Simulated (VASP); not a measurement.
These are SCAN meta-GGA, VASP's PBE PAW potentials (set 64) (plane waves; VASP) values and carry that method's errors.

VASP ran on this input.

File POSCAR:
```
Ti
1
    1.4677608996    -2.5422365095    -0.0000000000
    1.4677608996     2.5422365095    -0.0000000000
   -0.0000000000     0.0000000000     4.6376470235
Ti
2
Direct
  0.3333330000   0.6666670000   0.2500000000
  0.6666670000   0.3333330000   0.7500000000
```

File KPOINTS_OPT:
```
k-points along high-symmetry lines
6
Line-mode
Reciprocal
  0.000000   0.000000   0.000000 ! GAMMA
 -0.000000   0.500000   0.000000 ! M

 -0.000000   0.500000   0.000000 ! M
 -0.333333   0.666667   0.000000 ! K

 -0.333333   0.666667   0.000000 ! K
  0.000000   0.000000   0.000000 ! GAMMA

  0.000000   0.000000   0.000000 ! GAMMA
  0.000000   0.000000   0.500000 ! A

  0.000000   0.000000   0.500000 ! A
 -0.000000   0.500000   0.500000 ! L

 -0.000000   0.500000   0.500000 ! L
 -0.333333   0.666667   0.500000 ! H

 -0.333333   0.666667   0.500000 ! H
  0.000000   0.000000   0.500000 ! A

 -0.000000   0.500000   0.500000 ! L
 -0.000000   0.500000   0.000000 ! M

 -0.333333   0.666667   0.500000 ! H
 -0.333333   0.666667   0.000000 ! K
```

### INCAR
```
SYSTEM=Ti
PREC=Accurate; ENCUT=520; LREAL=F
LASPH=T
EDIFF=1E-7; NELM=100; ALGO=Normal
LMAXMIX=4; LMIXTAU=T
ISMEAR=-5
METAGGA=SCAN
ISIF=2
LWAVE=F; LCHARG=F; LORBIT=11
NEDOS=601
```

**KPOINTS**
```
Regular mesh
0
G
 16 16 9
0 0 0
```

POTCAR, in this order: Ti_sv (PBE.64 set). Program: vasp_std.

Output of the run:

OUTCAR:
```
 ion  position               nearest neighbor table
   1  0.333  0.667  0.250-   2 2.87   2 2.87   2 2.87   2 2.87   2 2.87   2 2.87
   2  0.667  0.333  0.750-   1 2.87   1 2.87   1 2.87   1 2.87   1 2.87   1 2.87
  LATTYP: Found a hexagonal cell.
 ALAT       =     2.9355218495
 C/A-ratio  =     1.5798373377
 Subroutine PRICEL returns:
 Original cell was already a primitive cell.
 Subroutine GETGRP returns: Found 24 space group operations
The static configuration has the point symmetry D_3d.
 The point group associated with its full space group is D_6h.
The dynamic configuration has the point symmetry D_3d.
 Subroutine INISYM returns: Found 24 space group operations
 Subroutine IBZKPT returns following result:
 Found    150 irreducible k-points:

 Following reciprocal coordinates:
            Coordinates               Weight
  0.000000  0.000000  0.000000      1.000000
  0.062500 -0.000000  0.000000      6.000000
  0.125000 -0.000000  0.000000      6.000000
  0.187500 -0.000000  0.000000      6.000000
  0.250000 -0.000000  0.000000      6.000000
  0.312500 -0.000000  0.000000      6.000000
  0.375000 -0.000000  0.000000      6.000000
  0.437500 -0.000000  0.000000      6.000000
  0.500000 -0.000000  0.000000      3.000000
  0.062500  0.062500  0.000000      6.000000
  0.125000  0.062500  0.000000     12.000000
  0.187500  0.062500  0.000000     12.000000
  0.250000  0.062500  0.000000     12.000000
  0.312500  0.062500  0.000000     12.000000
  0.375000  0.062500  0.000000     12.000000
  0.437500  0.062500  0.000000     12.000000
  0.125000  0.125000  0.000000      6.000000
  0.187500  0.125000  0.000000     12.000000
  0.250000  0.125000  0.000000     12.000000
  0.312500  0.125000  0.000000     12.000000
  0.375000  0.125000  0.000000     12.000000
  0.437500  0.125000  0.000000      6.000000
  0.187500  0.187500  0.000000      6.000000
  0.250000  0.187500  0.000000     12.000000
  0.312500  0.187500  0.000000     12.000000
  0.375000  0.187500  0.000000     12.000000
  0.250000  0.250000  0.000000      6.000000
  0.312500  0.250000  0.000000     12.000000
  0.375000  0.250000  0.000000      6.000000
  0.312500  0.312500  0.000000      6.000000
  0.000000  0.000000  0.111111      2.000000
  0.062500 -0.000000  0.111111     12.000000
  0.125000 -0.000000  0.111111     12.000000
  0.187500 -0.000000  0.111111     12.000000
  0.250000 -0.000000  0.111111     12.000000
  0.312500 -0.000000  0.111111     12.000000
  0.375000 -0.000000  0.111111     12.000000
  0.437500 -0.000000  0.111111     12.000000
  0.500000 -0.000000  0.111111      6.000000
  0.062500  0.062500  0.111111     12.000000
   k-points           NKPTS =    150   k-points in BZ     NKDIM =    150   number of bands    NBANDS=     16
   number of dos      NEDOS =    601   number of ions     NIONS =      2
   total plane-waves  NPLWV =  20736
   dimension x,y,z NGX =    24 NGY =   24 NGZ =   36
   dimension x,y,z NGXF=    48 NGYF=   48 NGZF=   72
   ions per type =               2
   PREC   = accura    normal or accurate (medium, high low for compatibility)
   ISTART =      0    job   : 0-new  1-cont  2-samecut
   ICHARG =      2    charge: 1-file 2-atom 10-const
   ISPIN  =      1    spin polarized calculation?
   LNONCOLLINEAR =      F non collinear calculations
   LSORBIT =      F    spin-orbit coupling
   INIWAV =      1    electr: 0-lowe 1-rand  2-diag
   ENCUT  =  520.0 eV  38.22 Ry    6.18 a.u.   5.46  5.46  8.62*2*pi/ulx,y,z
   NELM   =    100;   NELMIN=  2; NELMDL= -5     # of ELM steps
   EDIFF  = 0.1E-06   stopping-criterion for ELM
   LREAL  =      F    real-space projection
...
```

File OSZICAR:
```
       N       E                     dE             d eps       ncg     rms          rms(c)
DAV:   1     0.238518439849E+03    0.23852E+03   -0.14087E+04  4816   0.192E+03
DAV:   2    -0.870303154403E+01   -0.24722E+03   -0.24598E+03  4952   0.510E+02
DAV:   3    -0.391811158740E+02   -0.30478E+02   -0.30331E+02  9488   0.144E+02
DAV:   4    -0.405461007620E+02   -0.13650E+01   -0.13649E+01  4984   0.328E+01
DAV:   5    -0.406236642353E+02   -0.77563E-01   -0.77558E-01  7872   0.547E+00    0.148E+01
DAV:   6    -0.339483768218E+02    0.66753E+01   -0.22236E+01  6000   0.628E+01    0.195E+00
DAV:   7    -0.307778501029E+02    0.31705E+01   -0.39496E+00  7592   0.158E+01    0.263E+00
DAV:   8    -0.316801851672E+02   -0.90234E+00   -0.75549E-01  6728   0.518E+00    0.209E+00
DAV:   9    -0.319306219073E+02   -0.25044E+00   -0.40187E-01  4912   0.764E+00    0.140E+00
DAV:  10    -0.320833702378E+02   -0.15275E+00   -0.24700E-01  4816   0.613E+00    0.698E-01
DAV:  11    -0.320651951703E+02    0.18175E-01   -0.46605E-02  5176   0.259E+00    0.444E-01
DAV:  12    -0.320790609906E+02   -0.13866E-01   -0.94462E-02  4832   0.390E+00    0.144E-01
DAV:  13    -0.320725658890E+02    0.64951E-02   -0.23353E-02  5464   0.167E+00    0.457E-02
DAV:  14    -0.320731075570E+02   -0.54167E-03   -0.11374E-03  6640   0.285E-01    0.703E-02
DAV:  15    -0.320732824696E+02   -0.17491E-03   -0.13268E-03  5000   0.507E-01    0.634E-02
DAV:  16    -0.320762471978E+02   -0.29647E-02   -0.30164E-03  4816   0.660E-01    0.186E-02
DAV:  17    -0.320763902685E+02   -0.14307E-03   -0.92360E-04  5408   0.387E-01    0.273E-02
DAV:  18    -0.320763519447E+02    0.38324E-04   -0.12966E-04  5208   0.151E-01    0.235E-02
DAV:  19    -0.320762771988E+02    0.74746E-04   -0.80507E-06  6896   0.325E-02    0.179E-02
DAV:  20    -0.320760853298E+02    0.19187E-03   -0.54336E-05  5072   0.866E-02    0.601E-03
DAV:  21    -0.320760377181E+02    0.47612E-04   -0.13557E-05  5408   0.355E-02    0.430E-03
DAV:  22    -0.320760521000E+02   -0.14382E-04   -0.19114E-06  5552   0.159E-02    0.475E-03
DAV:  23    -0.320760431800E+02    0.89200E-05   -0.26387E-06  4960   0.197E-02    0.292E-03
DAV:  24    -0.320760268182E+02    0.16362E-04   -0.23135E-07  4184   0.633E-03    0.178E-03
DAV:  25    -0.320760137500E+02    0.13068E-04   -0.27032E-07  3680   0.668E-03    0.107E-03
DAV:  26    -0.320760095636E+02    0.41864E-05   -0.38931E-08  2608   0.258E-03    0.604E-04
DAV:  27    -0.320760076201E+02    0.19435E-05   -0.17668E-08  2576   0.151E-03    0.446E-04
DAV:  28    -0.320760086305E+02   -0.10104E-05   -0.40494E-08  2560   0.219E-03    0.197E-04
DAV:  29    -0.320760072797E+02    0.13507E-05   -0.15598E-08  2536   0.153E-03    0.107E-04
DAV:  30    -0.320760068011E+02    0.47867E-06   -0.77667E-09  2576   0.992E-04    0.513E-05
DAV:  31    -0.320760063410E+02    0.46010E-06   -0.37890E-09  2512   0.768E-04    0.343E-05
DAV:  32    -0.320760061486E+02    0.19232E-06   -0.14338E-09  2552   0.363E-04    0.374E-05
DAV:  33    -0.320760061609E+02   -0.12280E-07   -0.69282E-10  2520   0.262E-04
   1 F= -.32076006E+02 E0= -.32076006E+02  d E =0.000000E+00
       N       E                     dE             ncg
```

File OUTCAR:
```
------------------------ aborting loop because EDIFF is reached ----------------------------------------
  FORCE on cell =-STRESS in cart. coord.  units (eV):
  Direction    XX          YY          ZZ          XY          YZ          ZX
  --------------------------------------------------------------------------------------
  Total       -0.0329934     -0.0329934      0.0160633      0.0000000      0.0000000      0.0000000
  in kB       -1.5273484     -1.5273485      0.7436117      0.0000000      0.0000000      0.0000000
  external PRESSURE =      -0.7703617 kB  Pullay stress =       0.0000000 kB
  volume of cell :       34.61
      direct lattice vectors                 reciprocal lattice vectors
     1.467760900 -2.542236509  0.000000000     0.340654939 -0.196677216  0.000000000
     1.467760900  2.542236509  0.000000000     0.340654939  0.196677216  0.000000000
     0.000000000  0.000000000  4.637647023     0.000000000  0.000000000  0.215626587
 POSITION                                       TOTAL-FORCE (eV/Angst)
 -----------------------------------------------------------------------------------
      1.46776      0.84741      1.15941        -0.000000      0.000000      0.000000
      1.46776     -0.84741      3.47824         0.000000     -0.000000      0.000000
 -----------------------------------------------------------------------------------
    total drift:                               -0.000000      0.001067     -0.000021
  FREE ENERGIE OF THE ION-ELECTRON SYSTEM (eV)
  ---------------------------------------------------
  free  energy   TOTEN  =       -32.0760061609 eV

  energy  without entropy=      -32.0760061609  energy(sigma->0) =      -32.07600616

 total charge

# of ion       s       p       d       tot
------------------------------------------
    1        2.251   6.137   1.834  10.222
    2        2.251   6.137   1.834  10.222
--------------------------------------------------
tot          4.501  12.274   3.668  20.444
```
(Selected blocks of OUTCAR.)

For a metal the tetrahedron method with Blöchl corrections gives inexact stress and forces.

The compound is Ti in the hcp structure. It was relaxed first.
